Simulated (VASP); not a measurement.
Computed with PBEsol GGA, VASP's PBE PAW potentials (set 64) (plane waves; VASP).

A VASP calculation is set up with these files.

INCAR:
```
SYSTEM = CoSi2
PREC = Accurate
ENCUT = 400
EDIFF = 1E-6
NELM = 100
ALGO = Normal
LREAL = .FALSE.
LASPH = .TRUE.
ISMEAR = 1
SIGMA = 0.1
GGA = PS
LMAXMIX = 4
LWAVE = .FALSE.
LCHARG = .FALSE.
IBRION = 2
ISIF = 3
NSW = 60
EDIFFG = -0.01
```

### KPOINTS
```
Automatic mesh
0
Gamma
11 11 11
0 0 0
```

### POSCAR
```
CoSi2
1.0
  0.0000000000   2.6800000000   2.6800000000
  2.6800000000   0.0000000000   2.6800000000
  2.6800000000   2.6800000000   0.0000000000
Co Si
1 2
direct
  0.0000000000   0.0000000000   0.0000000000
  0.2500000000   0.2500000000   0.2500000000
  0.7500000000   0.7500000000   0.7500000000
```

POTCAR, in this order: Co Si (PBE.64 set). Program: vasp_std.

The resulting files:

OUTCAR:
```
 ion  position               nearest neighbor table
   1  0.000  0.000  0.000-   2 2.32   3 2.32   3 2.32   3 2.32   3 2.32   2 2.32   2 2.32   2 2.32
  LATTYP: Found a face centered cubic cell.
 ALAT       =     5.3600000000
 Subroutine PRICEL returns:
 Original cell was already a primitive cell.
 Subroutine GETGRP returns: Found 48 space group operations
The static configuration has the point symmetry O_h .
The dynamic configuration has the point symmetry O_h .
 Subroutine INISYM returns: Found 48 space group operations
 Subroutine IBZKPT returns following result:
 Found     56 irreducible k-points:

 Following reciprocal coordinates:
            Coordinates               Weight
  0.000000  0.000000  0.000000      1.000000
  0.090909  0.000000  0.000000      8.000000
  0.181818  0.000000  0.000000      8.000000
  0.272727  0.000000  0.000000      8.000000
  0.363636  0.000000  0.000000      8.000000
  0.454545  0.000000  0.000000      8.000000
  0.090909  0.090909  0.000000      6.000000
  0.181818  0.090909  0.000000     24.000000
  0.272727  0.090909  0.000000     24.000000
  0.363636  0.090909  0.000000     24.000000
  0.454545  0.090909  0.000000     24.000000
 -0.454545  0.090909  0.000000     24.000000
 -0.363636  0.090909  0.000000     24.000000
 -0.272727  0.090909  0.000000     24.000000
 -0.181818  0.090909  0.000000     24.000000
 -0.090909  0.090909  0.000000     12.000000
  0.181818  0.181818  0.000000      6.000000
  0.272727  0.181818  0.000000     24.000000
  0.363636  0.181818  0.000000     24.000000
  0.454545  0.181818  0.000000     24.000000
 -0.454545  0.181818  0.000000     24.000000
 -0.363636  0.181818  0.000000     24.000000
 -0.272727  0.181818  0.000000     24.000000
 -0.181818  0.181818  0.000000     12.000000
  0.272727  0.272727  0.000000      6.000000
  0.363636  0.272727  0.000000     24.000000
  0.454545  0.272727  0.000000     24.000000
 -0.454545  0.272727  0.000000     24.000000
 -0.363636  0.272727  0.000000     24.000000
 -0.272727  0.272727  0.000000     12.000000
  0.363636  0.363636  0.000000      6.000000
  0.454545  0.363636  0.000000     24.000000
 -0.454545  0.363636  0.000000     24.000000
 -0.363636  0.363636  0.000000     12.000000
  0.454545  0.454545  0.000000      6.000000
 -0.454545  0.454545  0.000000     12.000000
  0.272727  0.181818  0.090909     24.000000
  0.363636  0.181818  0.090909     48.000000
  0.454545  0.181818  0.090909     48.000000
 -0.454545  0.181818  0.090909     48.000000
   k-points           NKPTS =     56   k-points in BZ     NKDIM =     56   number of bands    NBANDS=     12
   number of dos      NEDOS =    301   number of ions     NIONS =      3
   total plane-waves  NPLWV =  21952
   dimension x,y,z NGX =    28 NGY =   28 NGZ =   28
   dimension x,y,z NGXF=    56 NGYF=   56 NGZF=   56
   ions per type =               1   2
   PREC   = accura    normal or accurate (medium, high low for compatibility)
   ISTART =      0    job   : 0-new  1-cont  2-samecut
   ICHARG =      2    charge: 1-file 2-atom 10-const
   ISPIN  =      1    spin polarized calculation?
   LNONCOLLINEAR =      F non collinear calculations
   LSORBIT =      F    spin-orbit coupling
   INIWAV =      1    electr: 0-lowe 1-rand  2-diag
   ENCUT  =  400.0 eV  29.40 Ry    5.42 a.u.   6.18  6.18  6.18*2*pi/ulx,y,z
   NELM   =    100;   NELMIN=  2; NELMDL= -5     # of ELM steps
   EDIFF  = 0.1E-05   stopping-criterion for ELM
   LREAL  =      F    real-space projection
   NLSPLINE    = F    spline interpolate recip. space projectors
   LMAXMIX     =    4 max onsite mixed and CHGCAR
   VOSKOWN=      0    Vosko Wilk Nusair interpolation
...
```

OSZICAR:
```
       N       E                     dE             d eps       ncg     rms          rms(c)
DAV:   1     0.575681251001E+02    0.57568E+02   -0.59330E+03  1352   0.108E+03
DAV:   2    -0.189732217070E+02   -0.76541E+02   -0.71747E+02  1356   0.233E+02
DAV:   3    -0.225250621325E+02   -0.35518E+01   -0.34057E+01  1768   0.569E+01
DAV:   4    -0.226032374169E+02   -0.78175E-01   -0.78053E-01  1572   0.842E+00
DAV:   5    -0.226056413625E+02   -0.24039E-02   -0.24034E-02  1816   0.148E+00    0.151E+01
DAV:   6    -0.265482028952E+02   -0.39426E+01   -0.45208E+01  1700   0.144E+02    0.187E+01
DAV:   7    -0.209914435507E+02    0.55568E+01   -0.18717E+01  1776   0.112E+02    0.353E+00
DAV:   8    -0.210106843442E+02   -0.19241E-01   -0.11885E+00  1604   0.922E+00    0.191E+00
DAV:   9    -0.209702954547E+02    0.40389E-01   -0.11179E-01  1704   0.697E+00    0.456E-01
DAV:  10    -0.209695696907E+02    0.72576E-03   -0.60117E-03  1696   0.736E-01    0.683E-02
DAV:  11    -0.209695670916E+02    0.25991E-05   -0.21235E-04  1832   0.185E-01    0.475E-02
DAV:  12    -0.209695746445E+02   -0.75529E-05   -0.17819E-05  1556   0.540E-02    0.225E-02
DAV:  13    -0.209695739201E+02    0.72435E-06   -0.29727E-06  1624   0.142E-02
   1 F= -.20969574E+02 E0= -.20969765E+02  d E =-.209696E+02
       N       E                     dE             d eps       ncg     rms          rms(c)
DAV:   1    -0.216469481831E+02   -0.67737E+00   -0.78878E+00  1544   0.571E+01    0.800E+00
DAV:   2    -0.233586659413E+02   -0.17117E+01   -0.19032E+01  1660   0.969E+01    0.119E+01
DAV:   3    -0.209573000076E+02    0.24014E+01   -0.89093E+00  1744   0.762E+01    0.131E+00
DAV:   4    -0.209745113298E+02   -0.17211E-01   -0.34122E-01  1452   0.441E+00    0.942E-01
DAV:   5    -0.209641659355E+02    0.10345E-01   -0.19500E-02  1888   0.280E+00    0.309E-01
DAV:   6    -0.209636098165E+02    0.55612E-03   -0.24221E-03  2008   0.511E-01    0.110E-01
DAV:   7    -0.209634972521E+02    0.11256E-03   -0.31420E-04  1908   0.367E-01    0.387E-02
DAV:   8    -0.209634949133E+02    0.23388E-05   -0.26361E-05  1516   0.393E-02    0.829E-03
DAV:   9    -0.209634950836E+02   -0.17029E-06   -0.87558E-07   872   0.187E-02
   2 F= -.20963495E+02 E0= -.20963805E+02  d E =0.607884E-02
       N       E                     dE             d eps       ncg     rms          rms(c)
DAV:   1    -0.211807561332E+02   -0.21726E+00   -0.22818E+00  1496   0.312E+01    0.407E+00
DAV:   2    -0.217194202421E+02   -0.53866E+00   -0.59276E+00  1892   0.545E+01    0.719E+00
DAV:   3    -0.209909474348E+02    0.72847E+00   -0.28816E+00  1768   0.362E+01    0.882E-01
DAV:   4    -0.209881914631E+02    0.27560E-02   -0.50358E-02  1400   0.231E+00    0.405E-01
DAV:   5    -0.209864557007E+02    0.17358E-02   -0.38861E-03  1968   0.120E+00    0.798E-02
DAV:   6    -0.209864165126E+02    0.39188E-04   -0.21472E-04  1496   0.149E-01    0.318E-02
DAV:   7    -0.209864162089E+02    0.30377E-06   -0.13973E-05  2060   0.551E-02    0.152E-02
DAV:   8    -0.209864162086E+02    0.24920E-09   -0.11569E-06   852   0.145E-02
   3 F= -.20986416E+02 E0= -.20986665E+02  d E =-.168423E-01
       N       E                     dE             d eps       ncg     rms          rms(c)
DAV:   1    -0.209864988974E+02   -0.82688E-04   -0.99091E-04  1524   0.643E-01    0.875E-02
DAV:   2    -0.209867392704E+02   -0.24037E-03   -0.26137E-03  1760   0.114E+00    0.147E-01
DAV:   3    -0.209864137589E+02    0.32551E-03   -0.13085E-03  1736   0.818E-01    0.157E-02
DAV:   4    -0.209864123247E+02    0.14343E-05   -0.23635E-05  1404   0.427E-02    0.564E-03
DAV:   5    -0.209864118795E+02    0.44512E-06   -0.94462E-07   768   0.214E-02
   4 F= -.20986412E+02 E0= -.20986662E+02  d E =-.168380E-01
```

**OUTCAR**
```
------------------------ aborting loop because EDIFF is reached ----------------------------------------
  FORCE on cell =-STRESS in cart. coord.  units (eV):
  Direction    XX          YY          ZZ          XY          YZ          ZX
  --------------------------------------------------------------------------------------
  Total        0.0152176      0.0152176      0.0152176      0.0000000     -0.0000000      0.0000000
  in kB        0.6512404      0.6512404      0.6512404      0.0000000     -0.0000000      0.0000000
  external PRESSURE =       0.6512404 kB  Pullay stress =       0.0000000 kB
  volume of cell :       37.44
      direct lattice vectors                 reciprocal lattice vectors
     0.000000000  2.655185885  2.655185885    -0.188310733  0.188310733  0.188310733
     2.655185885  0.000000000  2.655185885     0.188310733 -0.188310733  0.188310733
     2.655185885  2.655185885  0.000000000     0.188310733  0.188310733 -0.188310733
 POSITION                                       TOTAL-FORCE (eV/Angst)
 -----------------------------------------------------------------------------------
      0.00000      2.65519      2.65519        -0.000000     -0.000000      0.000000
      1.32759      1.32759      1.32759        -0.000000     -0.000000     -0.000000
      3.98278      3.98278      3.98278         0.000000      0.000000      0.000000
 -----------------------------------------------------------------------------------
    total drift:                               -0.000000     -0.000000      0.000000
  FREE ENERGIE OF THE ION-ELECTRON SYSTEM (eV)
  ---------------------------------------------------
  free  energy   TOTEN  =       -20.9864118795 eV

  energy  without entropy=      -20.9871619441  energy(sigma->0) =      -20.98666190

 reached required accuracy - stopping structural energy minimisation
```
(Selected blocks of OUTCAR.)

**CONTCAR**
```
CoSi2
   1.00000000000000
     0.0000000000000000    2.6551858847523446    2.6551858847523446
     2.6551858847523446    0.0000000000000000    2.6551858847523446
     2.6551858847523446    2.6551858847523446    0.0000000000000000
  Co              Si
     1     2
Direct
     1.0000000000000000    0.0000000000000000    0.0000000000000000
     0.2500000000000000    0.2500000000000000    0.2500000000000000
     0.7500000000000000    0.7500000000000000    0.7500000000000000
```

Energy and stress use the plane-wave basis of the starting cell.

The compound is CoSi2 in the fluorite structure. This run relaxes it. Symmetry was kept, so distortions that lower it aren't found. The run is not spin-polarised, so no magnetic state was tried. The electron count is odd and the run is not spin-polarised, which forces a metal.
